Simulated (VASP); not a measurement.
```
CELL_PARAMETERS angstrom
      0.00000     2.78182     2.78182
      2.78182     0.00000     2.78182
      2.78182     2.78182     0.00000
ATOMIC_POSITIONS crystal
  Ba 0.00000 0.00000 0.00000
  O  0.50000 0.50000 0.50000
```

Computed with optB86b-vdW, VASP's PBE PAW potentials (set 64) (plane waves; VASP 6.6.1). Settings: 520 eV cut-off, 9×9×9 Γ-centred mesh, tetrahedra with Blöchl corrections, potentials Ba_sv O.

**Question.** Predict the energy per atom (σ→0).

**Answer.** 
```yaml
energy per atom (σ→0): -405.0 kJ/mol-atom
```

The absolute energy has meaning only against runs of the same code, potentials and settings.

The compound is BaO in the rock salt structure. It was relaxed first.
